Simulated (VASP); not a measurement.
Method: PBEsol GGA, VASP's PBE PAW potentials (set 64) (plane waves; VASP).

A VASP calculation is set up with these files.

### KPOINTS
```
Automatic mesh
0
Gamma
16 16 16
0 0 0
```

INCAR:
```
SYSTEM = Ag
PREC = Accurate; ENCUT = 500; LREAL = .False.
LASPH = .True.
EDIFF = 1E-6; NELM = 100; ALGO = Normal
LMAXMIX = 4
ISMEAR = 1; SIGMA = 0.1
GGA = PS
IBRION = 2; NSW = 40; ISIF = 3
EDIFFG = -0.02; PSTRESS = 100
LWAVE = .False.; LCHARG = .False.
```

### POSCAR
```
Ag
1.0
  0.0000000000   1.9997467292   1.9997467292
  1.9997467292   0.0000000000   1.9997467292
  1.9997467292   1.9997467292   0.0000000000
Ag
1
Cart
  0.0000000000   0.0000000000   0.0000000000
```

POTCAR, in this order: Ag (PBE.64 set). Program: vasp_std.

Output of the run:

OUTCAR:
```
 ion  position               nearest neighbor table
   1  0.000  0.000  0.000-
  LATTYP: Found a face centered cubic cell.
 ALAT       =     3.9994934584
 Subroutine PRICEL returns:
 Original cell was already a primitive cell.
 Subroutine GETGRP returns: Found 48 space group operations
The static configuration has the point symmetry O_h .
The dynamic configuration has the point symmetry O_h .
 Subroutine INISYM returns: Found 48 space group operations
 Subroutine IBZKPT returns following result:
 Found    145 irreducible k-points:

 Following reciprocal coordinates:
            Coordinates               Weight
  0.000000  0.000000  0.000000      1.000000
  0.062500  0.000000  0.000000      8.000000
  0.125000  0.000000  0.000000      8.000000
  0.187500  0.000000  0.000000      8.000000
  0.250000  0.000000  0.000000      8.000000
  0.312500  0.000000  0.000000      8.000000
  0.375000  0.000000  0.000000      8.000000
  0.437500  0.000000  0.000000      8.000000
  0.500000  0.000000  0.000000      4.000000
  0.062500  0.062500  0.000000      6.000000
...
```

**OSZICAR**
```
       N       E                     dE             d eps       ncg     rms          rms(c)
DAV:   1     0.415600451383E+02    0.41560E+02   -0.56610E+03  2714   0.108E+03
DAV:   2    -0.330452126925E+01   -0.44865E+02   -0.42860E+02  2697   0.204E+02
DAV:   3    -0.366952181659E+01   -0.36500E+00   -0.36491E+00  3064   0.223E+01
DAV:   4    -0.367027667105E+01   -0.75485E-03   -0.75484E-03  2950   0.945E-01
DAV:   5    -0.367028148443E+01   -0.48134E-05   -0.48140E-05  2912   0.676E-02    0.658E+00
DAV:   6    -0.331827913697E+01    0.35200E+00   -0.16090E+00  2649   0.139E+01    0.385E+00
DAV:   7    -0.330464962631E+01    0.13630E-01   -0.19753E-02  2849   0.149E+00    0.211E+00
DAV:   8    -0.329997779646E+01    0.46718E-02   -0.81291E-04  2651   0.281E-01    0.113E-01
DAV:   9    -0.329998389555E+01   -0.60991E-05   -0.73017E-06  3086   0.269E-02    0.117E-02
DAV:  10    -0.329998766321E+01   -0.37677E-05   -0.19697E-06  2827   0.150E-02    0.728E-03
DAV:  11    -0.329998737323E+01    0.28998E-06   -0.56313E-08  1362   0.261E-03
   1 F= -.23017257E+01 E0= -.23014953E+01  d E =-.230173E+01
       N       E                     dE             d eps       ncg     rms          rms(c)
DAV:   1    -0.396205205524E+01   -0.66206E+00   -0.13641E+01  2647   0.453E+01    0.561E+00
DAV:   2    -0.324549452208E+01    0.71656E+00   -0.32721E+00  2631   0.198E+01    0.131E+00
DAV:   3    -0.322946383879E+01    0.16031E-01   -0.36733E-02  2685   0.191E+00    0.824E-01
DAV:   4    -0.322567682101E+01    0.37870E-02   -0.75966E-03  2747   0.732E-01    0.100E-01
DAV:   5    -0.322563006686E+01    0.46754E-04   -0.50727E-05  2740   0.720E-02    0.481E-02
DAV:   6    -0.322563760735E+01   -0.75405E-05   -0.22578E-06  2873   0.163E-02    0.818E-03
DAV:   7    -0.322563811247E+01   -0.50512E-06   -0.57673E-08  1468   0.254E-03
   2 F= -.22951513E+01 E0= -.22950688E+01  d E =0.657437E-02
       N       E                     dE             d eps       ncg     rms          rms(c)
DAV:   1    -0.350966298569E+01   -0.28403E+00   -0.44930E+00  2640   0.268E+01    0.306E+00
DAV:   2    -0.328690353131E+01    0.22276E+00   -0.87315E-01  2630   0.105E+01    0.116E+00
DAV:   3    -0.327931867052E+01    0.75849E-02   -0.22358E-02  2697   0.154E+00    0.757E-01
DAV:   4    -0.327785066190E+01    0.14680E-02   -0.19786E-03  2765   0.465E-01    0.476E-02
DAV:   5    -0.327785317182E+01   -0.25099E-05   -0.11446E-04  2851   0.977E-02    0.159E-02
DAV:   6    -0.327785583780E+01   -0.26660E-05   -0.37981E-06  2782   0.247E-02    0.803E-04
DAV:   7    -0.327785584020E+01   -0.23945E-08   -0.35891E-08  1339   0.205E-03
   3 F= -.23091230E+01 E0= -.23089566E+01  d E =-.739733E-02
```

OUTCAR:
```
------------------------ aborting loop because EDIFF is reached ----------------------------------------
  FORCE on cell =-STRESS in cart. coord.  units (eV):
  Direction    XX          YY          ZZ          XY          YZ          ZX
  --------------------------------------------------------------------------------------
  Total        0.9647649      0.9647649      0.9647649      0.0000000     -0.0000000      0.0000000
  in kB       99.5903986     99.5903986     99.5903986      0.0000000     -0.0000000      0.0000000
  external PRESSURE =      -0.4096014 kB  Pullay stress =     100.0000000 kB
  volume of cell :       15.52
      direct lattice vectors                 reciprocal lattice vectors
     0.000000000  1.979831363  1.979831363    -0.252546762  0.252546762  0.252546762
     1.979831363  0.000000000  1.979831363     0.252546762 -0.252546762  0.252546762
     1.979831363  1.979831363  0.000000000     0.252546762  0.252546762 -0.252546762
 POSITION                                       TOTAL-FORCE (eV/Angst)
 -----------------------------------------------------------------------------------
      0.00000      0.00000      0.00000         0.000000      0.000000      0.000000
 -----------------------------------------------------------------------------------
    total drift:                                0.000000     -0.000000      0.000000
  FREE ENERGIE OF THE ION-ELECTRON SYSTEM (eV)
  ---------------------------------------------------
  free  energy   TOTEN  =        -3.2778558402 eV

  energy  without entropy=       -3.2773564612  energy(sigma->0) =       -3.27768938
  enthalpy is  TOTEN    =        -2.3091230220 eV   P V=        0.9687328182

 reached required accuracy - stopping structural energy minimisation
```
(Selected blocks of OUTCAR.)

### CONTCAR
```
Ag
   1.00000000000000
     0.0000000000000000    1.9798313634338700    1.9798313634338700
     1.9798313634338700    0.0000000000000000    1.9798313634338700
     1.9798313634338700    1.9798313634338700    0.0000000000000000
  Ag
     1
Direct
     0.0000000000000000    0.0000000000000000    0.0000000000000000
```

Energy and stress use the plane-wave basis of the starting cell.

The compound is Ag in the fcc structure. This run relaxes it under an external pressure of 10 GPa. Symmetry was kept, so distortions that lower it aren't found.
